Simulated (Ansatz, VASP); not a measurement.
# Cross-check of Bi (Bismuth) between VASP and Ansatz

Wanted: the spread between two codes on one cell, functional and k mesh. The cell is taken from a series of runs on this material, whose earlier steps may have relaxed, scaled, displaced or heated it; both programs get it as it stands.

Main program and level: Ansatz 0.2.0; plane waves, with VASP 6.6.1 beside it; zone-centre phonons at LDA.

## (1) The starting structure

Symmetry: R-3m, No. 166, trigonal system. The conventional cell has a = 4.674 Å, b = 4.674 Å, c = 10.948 Å, α = 90.00°, β = 90.00°, γ = 120.00°. Nearest to Bi lie 6 Bi at 3.11 to 3.42 Å.

## (2) Ansatz: zone-centre phonons, LDA

Ansatz runs on its PAW soft_1 files.

Second derivatives magnify differences that forces hide, and they need a tight electronic threshold.

The input, input.yaml:

```yaml
crystal:
  lattice:
    - [2.3368063779, 1.3491557913, 3.6492018882]
    - [-2.3368063779, 1.3491557913, 3.6492018882]
    - [0.0, -2.6983115826, 3.6492018882]
  atoms:
    - { symbol: Bi, position: [0.2375928241, 0.2375928241, 0.2375928241] }
    - { symbol: Bi, position: [0.7624071759, 0.7624071759, 0.7624071759] }
kpoints:
  mp_grid: { grid: [12, 12, 12] }
hamiltonian:
  xc: lda
  pseudopotentials: { kind: paw, azcp: { folder: soft_1 }, xc_functional: pbe }
scf:
  occupations: { method: methfessel_paxton, width: 0.2 }
output:
  eigenvalues: true
phonons:
  method: dfpt
```

Command:

```
$ ansatz run input.yaml --threads 4 --pin off --max-ram 10240MiB --backend cpu --events-out ev --progress --plain --runs-dir out
```

Numbers of over 12 decimals in the logs are rounded to 6 here.

What it wrote:

```text
Engine: ansatz 0.2.0, aarch64-unknown-linux-gnu
Pseudopotentials: kind: paw
Pseudopotential: Bi, paw, valence charge 15, recommended cutoff 420 eV (normal), soft_1/Bi.paw.azcp
Functional definition: SPW92
  exchange = slater_x
  correlation = pw_c
Crystal: 2 atoms, lattice volume = 69.029 Å³
Basis set: ecut = 420 eV, 1339 PW (Γ), exchange–correlation on 64×64×64 points (8 copies of the dense FFT grid, shifted against one another)
Bands: 19, of which v1, the nominal top of the filled ones, is band 15 counted from 1 (14 counted from 0)
Symmetry: 12 space group operations
k-points: 476 of 1728 (irreducible under 2 space group operations, time reversal used)
Non-local potential: Bi, projectors of the file, l = 0: 2, l = 1: 2, l = 2: 2, l = 3: 1
PAW form: soft (Blöchl's): semilocal exchange-correlation on the pseudo side does not see the compensation charge
PAW frozen core: Bi, regenerated for the run's functional, and the local potential with it (the file was generated under x = pbe(κ = 0.804, μ = 0.219515), c = pbe(β = 0.066725))
PAW one-centre angular grid: Bi, 590 points (default); XC on 64 Gauss nodes
Initial density: superposition of atomic densities (chi_scale 0.1, normalization cell)
Initial wavefunctions: pseudopotential atomic-orbital guess
Functional: x = slater, c = lda
SCF iter   1: F=—  HF=-24175.657515 eV  |F-HF|=—  |Δ(HF+E_count)|=         —  Δρ=1.06e-2  dr2=6.77e-2  ethr=3.10e-3  ⟨swp⟩=5.5  Hψ=43297  notcnv=0
preconditioner: auto → Kerker (q_TF=auto, 2.375 Å⁻¹)  [metal: Δε(μ)=0.067 eV  Ē_g=20.169 eV  σ=0.200 eV  W_gap=0.28  n_scr=14 (ndim 8)  ℏωp=24.5 eV  f_vac=0.000  D(μ)=0.36/eV (n_scr^D=0)]
SCF iter   2: F=—  HF=-24175.642360 eV  |F-HF|=—  |Δ(HF+E_count)|=   1.52e-2  S|Δr|=    0.00e0  Δρ=6.65e-3  dr2=2.75e-2  ethr=2.26e-4  ⟨swp⟩=1.0  Hψ=12852  notcnv=0
SCF iter   3: F=—  HF=-24175.636559 eV  |F-HF|=—  |Δ(HF+E_count)|=   5.80e-3  S|Δr|=    0.00e0  Δρ=9.47e-4  dr2=8.93e-4  ethr=9.16e-5  ⟨swp⟩=2.0  Hψ=16190  notcnv=0
SCF iter   4: F=—  HF=-24175.636452 eV  |F-HF|=—  |Δ(HF+E_count)|=   1.06e-4  S|Δr|=    0.00e0  Δρ=3.15e-4  dr2=9.82e-5  ethr=2.98e-6  ⟨swp⟩=2.1  Hψ=15279  notcnv=0
SCF iter   5: F=—  HF=-24175.636451 eV  |F-HF|=—  |Δ(HF+E_count)|=   8.58e-7  S|Δr|=    0.00e0  Δρ=1.67e-4  dr2=2.49e-5  ethr=3.27e-7  ⟨swp⟩=2.0  Hψ=14941  notcnv=0
SCF iter   6: F=—  HF=-24175.636438 eV  |F-HF|=—  |Δ(HF+E_count)|=   1.36e-5  S|Δr|=    0.00e0  Δρ=2.31e-5  dr2=5.37e-7  ethr=8.31e-8  ⟨swp⟩=2.0  Hψ=16192  notcnv=0
SCF iter   7: F=—  HF=-24175.636438 eV  |F-HF|=—  |Δ(HF+E_count)|=   6.07e-7  S|Δr|=    0.00e0  Δρ=6.30e-6  dr2=4.06e-8  ethr=1.79e-9  ⟨swp⟩=2.0  Hψ=16193  notcnv=0
SCF iter   8: F=—  HF=-24175.636438 eV  |F-HF|=—  |Δ(HF+E_count)|=   1.01e-8  S|Δr|=    0.00e0  Δρ=1.80e-6  dr2=4.90e-9  ethr=1.35e-10  ⟨swp⟩=2.0  Hψ=14610  notcnv=0
SCF iter   9: F=—  HF=-24175.636438 eV  |F-HF|=—  |Δ(HF+E_count)|=  8.69e-10  S|Δr|=    0.00e0  Δρ=4.49e-7  dr2=3.18e-10  ethr=1.63e-11  ⟨swp⟩=2.2  Hψ=11179  notcnv=0
SCF iter  10: F=—  HF=-24175.636438 eV  |F-HF|=—  |Δ(HF+E_count)|=  1.46e-11  S|Δr|=    0.00e0  Δρ=1.71e-7  dr2=4.59e-11  ethr=1.06e-12  ⟨swp⟩=2.6  Hψ=12476  notcnv=0
SCF iter  11: F=-24175.636438 eV  HF=-24175.636438 eV  |F-HF|=7.28e-12  |Δ(HF+E_count)|=  2.18e-11  S|Δr|=    0.00e0  Δρ=7.29e-8  dr2=3.37e-12  ethr=1.00e-12  ⟨swp⟩=5.8  Hψ=35662  notcnv=0
SCF 1 converged in 11 iterations: F = -24175.636438 eV  dr2 = 3.37e-12
  greatest PAW one-centre occupation: 0.988 electrons in one spin orbital (limit 2), on the Bi atom at site 1 (counted from 0), in its partial waves of l = 2
DFPT response loops at Γ: preconditioner auto → Kerker (q_TF=auto, 2.375 Å⁻¹) (partly filled bands, converged f_vac=0.001); β = 1.00, the filter's whole step (`scf.mixing.beta` (0.50) is not read by the response loops under this deck's `scf.mixing.preconditioner`; to damp them name `kerker` or `kerker_dos`, under which they read `scf.mixing.beta`, and type it under 1.00, their step now; both keys bind the ground state too); Broyden in place of MSR1
SCF converged after 11 iterations
Stability not checked: this state was not tested for a lower state beside it, because cold or Methfessel-Paxton smearing, or corrected tetrahedra, fill the levels in a way that the test cannot read (fill_not_monotonic; see scf.lower_state_search)
Free energy (F): -24175.636438 eV
Harris-Foulkes:  -24175.636438 eV  (|F-HF|=7.28e-12)
Internal energy: -24175.639123 eV  (E = F + TS)
E sigma→0 (E₀):  -24175.637110 eV
Entropy (-TS):   0.002685 eV (1.343 meV/atom)
Fermi energy:    9.591334 eV
--- Per-component energies (eV) ---
  E_band       = -217.934090
  E_kinetic    = 509.870984
  E_local      = -2679.563960  (includes V_loc(G=0)·N_el)
  E_nonlocal   = 825.099360
  E_hartree    = 992.737526
  E_xc         = -301.283620
  E_vxc        = -262.881549  (∫ρ·V_xc dr)
  E_paw        = -20705.012442  (= ΣΔE_a)
  E_vpaw       = -595.934408  (= ΣTr[D̂ρ^β])
  E_aug_tail   = 0.000425  (compensation charges beyond the density's cutoff)
  E_ewald      = -2817.477755
  E_core_change = -0.009642  (= ΣΔE_core)
  E_smearing   = 0.002685  (= −TS)
  E_closure    = 0.000000  (closes the sum)
  Σ components = -24175.636438   (vs F -24175.636438, Δ=0.00e0)
--- Band table (eV; the first three rows and the last of 476) ---
  k-point 0: bands = [... 11 lower, 2.1046, 8.1241, 8.1241, 8.7557, 12.3711, 12.8019, 12.8019, 15.0244]
  k-point 1: bands = [... 11 lower, 1.9377, 8.1451, 8.1937, 8.7574, 12.1713, 12.4943, 12.5974, 14.8226]
  k-point 2: bands = [... 11 lower, 1.4841, 8.2097, 8.3630, 8.7729, 11.5927, 11.9647, 12.0918, 14.7164]
  k-point 475: bands = [... 11 lower, -0.5141, 8.4167, 8.8568, 8.8568, 9.7676, 9.7676, 9.7801, 17.3826]
--- Phonons (Γ-DFPT): 2 representative perturbations + reference, on 476 of 1728 k-points (Σ response iterations 4) ---
  k mesh reduced under 2 symmetry operations, with k and −k counted as one. Each operation leaves every solved perturbation unchanged. A smaller set is not used because it would not reduce the number of displacements times k-points to solve
  ASR residual: 3.615e-4 → 0.000e0 eV/Å²; symmetrization residual: 6.949e-6 eV/Å²
  ASR residual per site (eV/Å²): 3.62e-4 3.62e-4
  Γ frequencies (cm⁻¹): 0.00 0.00 0.00 15.60 15.60 85.75
  non-analytic LO–TO correction: not included (Born effective charges unavailable; polar crystals: no LO–TO splitting at Γ)
```

Reading the cycles: dr2 is the Hartree energy of the density residual (eV), the measure of convergence; HF is the Harris–Foulkes estimate of the energy, which meets the free energy F at convergence.

## (3) VASP: zone-centre phonons, LDA

The same cell, functional (in two slightly different forms), mesh and smearing now go to VASP, with its own data sets.

Lines of VASP's logs that name or quote its potential files are left out, and so is its time.

The input, INCAR:

```
SYSTEM = Bi
PREC = Accurate
ENCUT = 500
EDIFF = 1E-08
NELM = 120
ISMEAR = 1
SIGMA = 0.2
LREAL = .FALSE.
ALGO = Normal
GGA = PW92
NBANDS = 21
LORBIT = 11
LWAVE = .FALSE.
LCHARG = .FALSE.
ISIF = 2
IBRION = 8
LASPH = .TRUE.
GGA_COMPAT = .FALSE.
KPAR = 2
```

The input, POSCAR:

```
Bi
1.0
    2.3368063779      1.3491557913      3.6492018882
   -2.3368063779      1.3491557913      3.6492018882
    0.0000000000     -2.6983115826      3.6492018882
Bi
2
Direct
    0.2375928241      0.2375928241      0.2375928241
    0.7624071759      0.7624071759      0.7624071759
```

The input, KPOINTS:

```
Automatic mesh
0
Gamma
12 12 12
0 0 0
```

PAW data sets: Bi_d (LDA family, release 64).

Command:

```
$ mpirun -np 2 vasp_std
```

What it wrote:

```text
[banner, memory and clock lines left out]
running    2 mpi-ranks, on    1 nodes
 distrk:  each k-point on    1 cores,    2 groups
 distr:  one band on    1 cores,    1 groups

 POSCAR found type information on POSCAR Bi
 POSCAR found :  1 types and       2 ions
|                                                                             |
|               ----> ADVICE to this user running VASP <----                  |
|                                                                             |
|     You enforced a specific xc type in the INCAR file but a different       |
|     [... a line on the potential file left out ...]
|     I HOPE YOU KNOW WHAT YOU ARE DOING!                                     |
|                                                                             |

 LDA part: xc-table for (Slater(with rela. corr.)+PW92), standard interpolation
 POSCAR, INCAR and KPOINTS ok, starting setup
 FFT: planning ... GRIDC
 FFT: planning ... GRID_SOFT
 FFT: planning ... GRID
 WAVECAR not read
 entering main loop
       N       E                     dE             d eps       ncg     rms          rms(c)
DAV:   1     0.299763305780E+03    0.29976E+03   -0.15996E+04  7951   0.168E+03
DAV:   2     0.160334672427E+02   -0.28373E+03   -0.27767E+03  8048   0.437E+02
DAV:   3    -0.821072565193E+01   -0.24244E+02   -0.23922E+02  9413   0.145E+02
DAV:   4    -0.904814525974E+01   -0.83742E+00   -0.83682E+00  9477   0.298E+01
DAV:   5    -0.908594926156E+01   -0.37804E-01   -0.37803E-01 11259   0.567E+00    0.974E-01
DAV:   6    -0.907386792370E+01    0.12081E-01   -0.18951E-02 10347   0.154E+00    0.564E-01
DAV:   7    -0.906870727091E+01    0.51607E-02   -0.10675E-02  9983   0.120E+00    0.104E-01
DAV:   8    -0.906860497608E+01    0.10229E-03   -0.10659E-03  9240   0.421E-01    0.151E-02
DAV:   9    -0.906860853309E+01   -0.35570E-05   -0.43082E-05 11599   0.562E-02    0.548E-03
DAV:  10    -0.906860855774E+01   -0.24653E-07   -0.18347E-06 10747   0.100E-02    0.111E-03
DAV:  11    -0.906860857761E+01   -0.19863E-07   -0.11398E-07  9345   0.311E-03    0.449E-04
DAV:  12    -0.906860858000E+01   -0.23988E-08   -0.11620E-08  6648   0.105E-03
   1 F= -.90686086E+01 E0= -.90695005E+01  d E =0.267589E-02
 Linear response reoptimize wavefunctions to high precision
DAV:   1    -0.906860857996E+01    0.49567E-10   -0.25479E-09  5962   0.610E-04
DAV:   2    -0.906860858002E+01   -0.67757E-10   -0.56813E-10  5289   0.259E-04
 Linear response DOF=           2
 Linear response progress:
  Degree of freedom:   1/  2
       N       E                     dE             d eps       ncg     rms          rms(c)
RMM:   1    -0.332100289992E+00   -0.33210E+00    0.20224E-01 48401   0.834E+00
RMM:   2    -0.340903143343E+00   -0.88029E-02   -0.19744E-02 62265   0.117E+00    0.473E-02
RMM:   3    -0.341130615668E+00   -0.22747E-03   -0.17201E-03 67062   0.330E-01    0.270E-02
RMM:   4    -0.341046894286E+00    0.83721E-04   -0.13363E-04 69243   0.102E-01    0.628E-03
RMM:   5    -0.341054563559E+00   -0.76693E-05   -0.19906E-05 64536   0.331E-02    0.224E-03
RMM:   6    -0.341057443049E+00   -0.28795E-05   -0.48550E-06 68243   0.145E-02    0.977E-04
RMM:   7    -0.341055166595E+00    0.22765E-05   -0.32188E-06 68120   0.470E-03    0.290E-04
RMM:   8    -0.341052415991E+00    0.27506E-05   -0.21332E-06 68745   0.173E-03    0.114E-04
RMM:   9    -0.341050443225E+00    0.19728E-05   -0.57551E-08 69625   0.733E-04    0.276E-05
RMM:  10    -0.341050276432E+00    0.16679E-06   -0.12283E-07 71367   0.344E-04    0.188E-05
RMM:  11    -0.341050302128E+00   -0.25696E-07    0.65176E-08 72644   0.187E-04    0.133E-05
RMM:  12    -0.341049865402E+00    0.43673E-06    0.88536E-08 67626   0.124E-04    0.524E-06
RMM:  13    -0.341049946817E+00   -0.81415E-07   -0.87894E-09 72591   0.746E-05    0.228E-06
RMM:  14    -0.341049892381E+00    0.54437E-07    0.17712E-09 71048   0.537E-05    0.112E-06
RMM:  15    -0.341049855133E+00    0.37248E-07   -0.17340E-08 82839   0.453E-05    0.394E-07
RMM:  16    -0.341049869708E+00   -0.14575E-07   -0.17032E-08 81677   0.410E-05    0.391E-07
RMM:  17    -0.341049861615E+00    0.80927E-08   -0.22340E-08 78479   0.392E-05    0.165E-07
 first order change of Fermi-energy  -0.72376E-05
 force on displaced ion       1 direction 1 :  -0.125   0.000   0.000
 Linear response progress:
  Degree of freedom:   2/  2
       N       E                     dE             d eps       ncg     rms          rms(c)
RMM:   1    -0.330291313143E+00   -0.33029E+00    0.27452E-01 10531   0.861E+00
RMM:   2    -0.338854853340E+00   -0.85635E-02   -0.18613E-02 13559   0.116E+00    0.366E-02
RMM:   3    -0.338979135783E+00   -0.12428E-03   -0.16080E-03 14593   0.318E-01    0.204E-02
RMM:   4    -0.338794255886E+00    0.18488E-03   -0.12392E-04 14827   0.995E-02    0.526E-03
RMM:   5    -0.338801258605E+00   -0.70027E-05   -0.15669E-05 14912   0.303E-02    0.300E-03
RMM:   6    -0.338813803751E+00   -0.12545E-04   -0.26655E-06 14570   0.134E-02    0.746E-04
RMM:   7    -0.338816281963E+00   -0.24782E-05   -0.35134E-07 14801   0.412E-03    0.514E-04
RMM:   8    -0.338815535990E+00    0.74597E-06   -0.26529E-08 13498   0.152E-03    0.642E-05
RMM:   9    -0.338815105548E+00    0.43044E-06    0.41057E-08 15201   0.670E-04    0.465E-05
RMM:  10    -0.338814931476E+00    0.17407E-06    0.14966E-08 14964   0.260E-04    0.303E-05
RMM:  11    -0.338814880231E+00    0.51245E-07   -0.40646E-09 15080   0.142E-04    0.581E-06
RMM:  12    -0.338814902244E+00   -0.22013E-07   -0.99343E-09 15722   0.860E-05    0.198E-06
RMM:  13    -0.338814895526E+00    0.67186E-08    0.23422E-09 14666   0.620E-05    0.660E-07
 first order change of Fermi-energy   0.35610E+00
 force on displaced ion       1 direction 3 :   0.000   0.000  -2.860
 Linear response finished
```

OUTCAR, selected parts (step 3):

```text
ion  position               nearest neighbor table
   1  0.238  0.238  0.238-   2 3.11   2 3.11   2 3.11   2 3.42   2 3.42   2 3.42
   2  0.762  0.762  0.762-   1 3.11   1 3.11   1 3.11   1 3.42   1 3.42   1 3.42

  LATTYP: Found a trigonal (rhomboedric) cell.
 ALAT       =     4.5384534610
 COS(alpha) =     0.4697756340

 Subroutine GETGRP returns: Found 12 space group operations
 (whereof 12 operations were pure point group operations)

The static configuration has the point symmetry D_3d.

 Found    189 irreducible k-points:

   k-points           NKPTS =    189   k-points in BZ     NKDIM =    189   number of bands    NBANDS=     21

   dimension x,y,z NGX =    36 NGY =   36 NGZ =   36
   dimension x,y,z NGXF=    72 NGYF=   72 NGZF=   72

   ENCUT  =  500.0 eV  36.75 Ry    6.06 a.u.   8.27  8.27  8.27*2*pi/ulx,y,z

   NELECT =      30.0000    total number of electrons

 k-points in reciprocal lattice and weights: Automatic mesh
   0.00000000  0.00000000  0.00000000       0.001
   0.08333333  0.00000000  0.00000000       0.003
   0.16666667  0.00000000  0.00000000       0.003
   0.25000000  0.00000000  0.00000000       0.003
   0.33333333  0.00000000  0.00000000       0.003
   0.41666667  0.00000000  0.00000000       0.003
   0.50000000  0.00000000  0.00000000       0.002
   0.08333333  0.08333333  0.00000000       0.003
   0.16666667  0.08333333  0.00000000       0.007
[...]
-0.41666667  0.50000000  0.41666667       0.003
   0.50000000  0.50000000  0.50000000       0.001

 average (electrostatic) potential at core
       1-104.5531       2-104.5531

  Total       -1.1940891     -1.1940891      0.0189172      0.0000000     -0.0000000      0.0000000
  in kB      -27.7149021    -27.7149021      0.4390706      0.0000000     -0.0000000      0.0000000
  external PRESSURE =     -18.3302445 kB  Pullay stress =       0.0000000 kB

  energy-cutoff  :      500.00
  volume of cell :       69.03
      direct lattice vectors                 reciprocal lattice vectors
     2.336806378  1.349155791  3.649201888     0.213967235  0.123534041  0.091344174
    -2.336806378  1.349155791  3.649201888    -0.213967235  0.123534041  0.091344174
     0.000000000 -2.698311583  3.649201888     0.000000000 -0.247068082  0.091344174

 POSITION                                       TOTAL-FORCE (eV/Angst)
 -----------------------------------------------------------------------------------
      0.00000      0.00000      2.60107         0.000000     -0.000000      0.010842
      0.00000      0.00000      8.34653         0.000000      0.000000     -0.010842
 -----------------------------------------------------------------------------------
    total drift:                               -0.000000      0.000000     -0.000000

 Eigenvectors and eigenvalues of the dynamical matrix
 ----------------------------------------------------

   1 f  =    2.586448 THz    16.251130 2PiTHz   86.274609 cm-1    10.696683 meV
             X         Y         Z           dx          dy          dz
      0.000000  0.000000  2.601073     0.000000    0.000000   -0.707107
      0.000000  0.000000  8.346533     0.000000    0.000000    0.707107

   2 f  =    0.541839 THz     3.404476 2PiTHz   18.073808 cm-1     2.240866 meV
             X         Y         Z           dx          dy          dz
      0.000000  0.000000  2.601073    -0.707107    0.000000    0.000000
      0.000000  0.000000  8.346533     0.707107    0.000000    0.000000

   3 f  =    0.541839 THz     3.404476 2PiTHz   18.073808 cm-1     2.240866 meV
             X         Y         Z           dx          dy          dz
      0.000000  0.000000  2.601073     0.000000    0.707107    0.000000
      0.000000  0.000000  8.346533     0.000000   -0.707107    0.000000

   4 f  =    0.000000 THz     0.000000 2PiTHz    0.000000 cm-1     0.000000 meV
             X         Y         Z           dx          dy          dz
      0.000000  0.000000  2.601073     0.707107    0.000000    0.000000
      0.000000  0.000000  8.346533     0.707107    0.000000    0.000000

   5 f  =    0.000000 THz     0.000000 2PiTHz    0.000000 cm-1     0.000000 meV
             X         Y         Z           dx          dy          dz
      0.000000  0.000000  2.601073     0.000000   -0.000000    0.707107
      0.000000  0.000000  8.346533     0.000000    0.000000    0.707107

   6 f/i=    0.000000 THz     0.000000 2PiTHz    0.000000 cm-1     0.000000 meV
             X         Y         Z           dx          dy          dz
      0.000000  0.000000  2.601073     0.000000   -0.707107   -0.000000
      0.000000  0.000000  8.346533     0.000000   -0.707107    0.000000

 ELASTIC MODULI CONTR FROM IONIC RELAXATION (kBar)
 Direction    XX          YY          ZZ          XY          YZ          ZX
 --------------------------------------------------------------------------------
 XX        -528.0874    457.6972    -68.7561     -0.0000   1431.0731      0.0000
 YY         457.6972   -528.0874    -68.7561      0.0000  -1431.0731     -0.0000
 ZZ         -68.7561    -68.7561   -134.3199     -0.0000      0.0000      0.0000
 XY          -0.0000      0.0000     -0.0000   -492.8923      0.0000   1425.2903
 YZ        1431.0731  -1431.0731      0.0000      0.0000  -4155.0051     -0.0000
 ZX           0.0000     -0.0000      0.0000   1425.2903     -0.0000  -4121.4933
 --------------------------------------------------------------------------------
```

## (4) Comparison

Known differences besides the potentials themselves: the cutoff is 420 eV in Ansatz and 500 eV in VASP; VASP's log shows a relativistic correction to its local exchange, Ansatz's none. Total energies have different zeros and are not compared.

Both answers:

| quantity | Ansatz | VASP | difference |
| --- | --- | --- | --- |
| optical mode 1 to 2 (cm⁻¹) | 15.6 | 18.1 | -2.5 |
| optical mode 3 (cm⁻¹) | 85.8 | 86.3 | -0.61 % |

Modes are paired by rising frequency, not by their patterns, so a pair may set unlike modes beside each other; they are those without the splitting of longitudinal modes.

## (5) Summary of results

- r.m.s. difference of the optical zone-centre modes, each program's sorted by frequency (zone-centre phonons, LDA): 2.0 cm⁻¹
- difference in optical mode 3 (zone-centre phonons, LDA): -0.6 %

What this shows: The r.m.s. difference of the optical zone-centre modes, each program's sorted by frequency is 2.0 cm⁻¹ (zone-centre phonons, LDA). Among the rows given in per cent, the largest difference of the zone-centre phonons, LDA pair is in optical mode 3, -0.6 %. How closely two codes agree says nothing of how well the functional describes the real material.

[Lines on the potential files, build, host, timing and source positions are cut from VASP's logs without a mark.]

[Logs are printed without paths, hosts, clocks, repeated set-up lines and the standing remarks that a program may print on its own settings, such as how far it seeks lower states.]

[Hosts, paths, dates, database ids (printed as entryN), source tags and the programs' standing remarks are cut or masked in the printed files.]
